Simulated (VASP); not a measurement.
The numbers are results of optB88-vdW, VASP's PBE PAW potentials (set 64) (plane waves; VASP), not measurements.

Input for VASP

File POSCAR:
```
SnO2
1
    4.8975510120     0.0000000000     0.0000000000
    0.0000000000     4.8975510120     0.0000000000
    0.0000000000     0.0000000000     3.3085730800
Sn O
2 4
Direct
  0.0000000000   0.0000000000   0.0000000000
  0.5000000000   0.5000000000   0.5000000000
  0.3061898858   0.3061898858   0.0000000000
  0.8061898858   0.1938101142   0.5000000000
  0.1938101142   0.8061898858   0.5000000000
  0.6938101142   0.6938101142   0.0000000000
```

**KPOINTS**
```
Automatic mesh
0
Gamma
5 5 7
0 0 0
```

### INCAR
```
AGGAC = 0.0
ALGO = Normal
EDIFF = 1E-7
EDIFFG = -0.01
ENCUT = 520
GGA = BO
IBRION = 2
ISIF = 4
ISMEAR = 0
LASPH = .True.
LCHARG = .False.
LMAXMIX = 4
LREAL = .False.
LUSE_VDW = .True.
LWAVE = .False.
NELM = 100
NSW = 30
PARAM1 = 0.1833333333
PARAM2 = 0.22
PREC = Accurate
SIGMA = 0.05
SYSTEM = SnO2
```

POTCAR, in this order: Sn_d O (PBE.64 set). Program: vasp_std.

The run wrote:

### OSZICAR
```
       N       E                     dE             d eps       ncg     rms          rms(c)
DAV:   1     0.670121840856E+03    0.67012E+03   -0.26353E+04  1582   0.253E+03
DAV:   2     0.691627879038E+02   -0.60096E+03   -0.58230E+03  1665   0.663E+02
DAV:   3    -0.263800767127E+02   -0.95543E+02   -0.93571E+02  1719   0.225E+02
DAV:   4    -0.311203171765E+02   -0.47402E+01   -0.47182E+01  1754   0.558E+01
DAV:   5    -0.312817449776E+02   -0.16143E+00   -0.16135E+00  1851   0.105E+01    0.159E+01
DAV:   6    -0.245331011059E+02    0.67486E+01   -0.29384E+01  2383   0.762E+01    0.550E+00
DAV:   7    -0.246248420377E+02   -0.91741E-01   -0.23504E+00  1607   0.946E+00    0.313E+00
DAV:   8    -0.246006426668E+02    0.24199E-01   -0.42117E-01  2200   0.536E+00    0.928E-01
DAV:   9    -0.245794840359E+02    0.21159E-01   -0.11489E-01  2310   0.382E+00    0.148E-01
DAV:  10    -0.245803285859E+02   -0.84455E-03   -0.75608E-03  2243   0.897E-01    0.792E-02
DAV:  11    -0.245802969676E+02    0.31618E-04   -0.91319E-04  2356   0.333E-01    0.301E-02
DAV:  12    -0.245803022849E+02   -0.53173E-05   -0.58875E-05  1761   0.575E-02    0.230E-02
DAV:  13    -0.245802974588E+02    0.48262E-05   -0.26600E-05  2418   0.438E-02    0.152E-03
DAV:  14    -0.245802976794E+02   -0.22065E-06   -0.15470E-06  1761   0.872E-03    0.130E-03
DAV:  15    -0.245802977564E+02   -0.76959E-07   -0.31045E-08  1150   0.281E-03
   1 F= -.24580298E+02 E0= -.24580250E+02  d E =-.245803E+02
       N       E                     dE             d eps       ncg     rms          rms(c)
DAV:   1    -0.246039716709E+02   -0.23674E-01   -0.28440E+00  1504   0.119E+01    0.918E-01
DAV:   2    -0.245987141197E+02    0.52576E-02   -0.12733E-01  1865   0.317E+00    0.538E-01
DAV:   3    -0.245896333555E+02    0.90808E-02   -0.10531E-02  2064   0.127E+00    0.126E-01
DAV:   4    -0.245896322857E+02    0.10698E-05   -0.37022E-03  1874   0.437E-01    0.397E-02
DAV:   5    -0.245896121596E+02    0.20126E-04   -0.32988E-04  1754   0.174E-01    0.137E-02
DAV:   6    -0.245896113493E+02    0.81026E-06   -0.34315E-05  2010   0.569E-02    0.565E-03
DAV:   7    -0.245896117164E+02   -0.36712E-06   -0.38301E-06  2201   0.186E-02    0.349E-03
DAV:   8    -0.245896115209E+02    0.19557E-06   -0.11834E-06  1817   0.111E-02    0.579E-04
DAV:   9    -0.245896115214E+02   -0.53751E-09   -0.51966E-08  1059   0.188E-03
   2 F= -.24589612E+02 E0= -.24589605E+02  d E =-.931377E-02
       N       E                     dE             d eps       ncg     rms          rms(c)
DAV:   1    -0.245917767169E+02   -0.21652E-02   -0.29589E-01  1544   0.383E+00    0.297E-01
DAV:   2    -0.245911723451E+02    0.60437E-03   -0.12934E-02  1865   0.102E+00    0.174E-01
DAV:   3    -0.245902282597E+02    0.94409E-03   -0.11340E-03  2112   0.422E-01    0.410E-02
DAV:   4    -0.245902280935E+02    0.16616E-06   -0.39344E-04  1891   0.140E-01    0.128E-02
DAV:   5    -0.245902258365E+02    0.22570E-05   -0.37799E-05  1698   0.621E-02    0.461E-03
DAV:   6    -0.245902257322E+02    0.10430E-06   -0.42303E-06  2078   0.240E-02    0.183E-03
DAV:   7    -0.245902257491E+02   -0.16962E-07   -0.36228E-07  1522   0.528E-03
   3 F= -.24590226E+02 E0= -.24590223E+02  d E =-.992799E-02
       N       E                     dE             d eps       ncg     rms          rms(c)
DAV:   1    -0.245902339112E+02   -0.81790E-05   -0.20012E-03  1586   0.315E-01    0.244E-02
DAV:   2    -0.245902300654E+02    0.38458E-05   -0.87853E-05  1834   0.847E-02    0.143E-02
DAV:   3    -0.245902238781E+02    0.61873E-05   -0.74262E-06  2142   0.344E-02    0.341E-03
DAV:   4    -0.245902238472E+02    0.30866E-07   -0.26307E-06  1914   0.112E-02    0.106E-03
DAV:   5    -0.245902237843E+02    0.62913E-07   -0.23141E-07  1443   0.495E-03
   4 F= -.24590224E+02 E0= -.24590222E+02  d E =-.992603E-02
       N       E                     dE             d eps       ncg     rms          rms(c)
DAV:   1    -0.245903605702E+02   -0.13672E-03   -0.23919E-02  1488   0.106E+00    0.718E-02
DAV:   2    -0.245903308687E+02    0.29702E-04   -0.48778E-04  1956   0.213E-01    0.431E-02
DAV:   3    -0.245902933367E+02    0.37532E-04   -0.29149E-05  2331   0.718E-02    0.789E-03
DAV:   4    -0.245902928796E+02    0.45706E-06   -0.84810E-06  2039   0.215E-02    0.212E-03
DAV:   5    -0.245902928482E+02    0.31413E-07   -0.39826E-07  1465   0.610E-03
   5 F= -.24590293E+02 E0= -.24590291E+02  d E =-.690639E-04
```

### OUTCAR
```
------------------------ aborting loop because EDIFF is reached ----------------------------------------
  FORCE on cell =-STRESS in cart. coord.  units (eV):
  Direction    XX          YY          ZZ          XY          YZ          ZX
  --------------------------------------------------------------------------------------
  Total       -4.2859671     -4.2859671     -4.2765117     -0.0000000      0.0000000      0.0000000
  in kB      -86.5288141    -86.5288141    -86.3379199     -0.0000000      0.0000000      0.0000000
  external PRESSURE =     -86.4651827 kB  Pullay stress =       0.0000000 kB
  volume of cell :       79.36
      direct lattice vectors                 reciprocal lattice vectors
     4.922855370  0.000000000  0.000000000     0.203134142 -0.000000000  0.000000000
     0.000000000  4.922855370  0.000000000    -0.000000000  0.203134142  0.000000000
     0.000000000  0.000000000  3.274647182     0.000000000  0.000000000  0.305376410
 POSITION                                       TOTAL-FORCE (eV/Angst)
 -----------------------------------------------------------------------------------
      0.00000      0.00000      0.00000        -0.000000      0.000000      0.000000
      2.46143      2.46143      1.63732        -0.000000      0.000000      0.000000
      1.51418      1.51418      0.00000        -0.004029     -0.004029      0.000000
      3.97560      0.94725      1.63732        -0.004029      0.004029      0.000000
      0.94725      3.97560      1.63732         0.004029     -0.004029      0.000000
      3.40868      3.40868      0.00000         0.004029      0.004029      0.000000
 -----------------------------------------------------------------------------------
    total drift:                                0.000000      0.000000      0.000000
  FREE ENERGIE OF THE ION-ELECTRON SYSTEM (eV)
  ---------------------------------------------------
  free  energy   TOTEN  =       -24.5902928482 eV

  energy  without entropy=      -24.5902884095  energy(sigma->0) =      -24.59029063

 reached required accuracy - stopping structural energy minimisation
```
(Selected blocks of OUTCAR.)

**CONTCAR**
```
SnO2
   1.00000000000000
     4.9228553695941715    0.0000000000000000    0.0000000000000000
     0.0000000000000000    4.9228553695941715    0.0000000000000000
     0.0000000000000000    0.0000000000000000    3.2746471817970355
  Sn              O
     2     4
Direct
     0.0000000000000000    0.0000000000000000    0.0000000000000000
     0.5000000000000000    0.5000000000000000    0.5000000000000000
     0.3075806936465801    0.3075806936465801    0.0000000000000000
     0.8075806936465800    0.1924193063534199    0.5000000000000000
     0.1924193063534199    0.8075806936465800    0.5000000000000000
     0.6924193063534200    0.6924193063534200    0.0000000000000000
```

### OUTCAR
```
 val. band max:        4.7219402118   @ k =   0.0000   0.0000   0.0000

 cond. band min:       4.9289522200   @ k =   0.0000   0.0000   0.0000


 Fermi energy:         4.8254462177

 k-point     1 :       0.0000    0.0000    0.0000
  band No.  band energies     occupation
      1     -16.2338      2.00000
      2     -15.7120      2.00000
      3     -15.5496      2.00000
      4     -15.5273      2.00000
      5     -15.5273      2.00000
      6     -15.4615      2.00000
      7     -15.4513      2.00000
      8     -15.3979      2.00000
      9     -15.3623      2.00000
     10     -15.3623      2.00000
     11     -13.5543      2.00000
     12     -11.9633      2.00000
     13     -11.9633      2.00000
     14     -10.7509      2.00000
     15      -3.0039      2.00000
     16       1.0223      2.00000
     17       1.0223      2.00000
     18       1.1702      2.00000
     19       2.0144      2.00000
     20       2.6939      2.00000
     21       2.8132      2.00000
     22       3.4979      2.00000
     23       3.4979      2.00000
     24       4.0274      2.00000
     25       4.0274      2.00000
     26       4.7219      1.99658
     27       4.9290      0.00342
     28       9.9295      0.00000
     29      10.6171      0.00000
     30      10.6171      0.00000
     31      14.5737      0.00000

 k-point     2 :       0.2000    0.0000    0.0000
  band No.  band energies     occupation
      1     -16.1894      2.00000
      2     -15.7589      2.00000
      3     -15.5476      2.00000
      4     -15.5257      2.00000
      5     -15.5256      2.00000
      6     -15.4893      2.00000
      7     -15.4455      2.00000
      8     -15.4023      2.00000
      9     -15.3641      2.00000
     10     -15.3641      2.00000
     11     -13.4402      2.00000
     12     -12.1785      2.00000
     13     -11.8121      2.00000
     14     -10.8106      2.00000
     15      -2.7476      2.00000
     16       0.3009      2.00000
     17       1.1769      2.00000
...
```

Unless said otherwise, spin-orbit coupling is left out, though it shifts the bands of the heavy elements here.

The compound is SnO2 in the rutile structure. This cell is one point of a volume scan, at 1.06 of the reference volume. Symmetry was kept, so distortions that lower it aren't found.
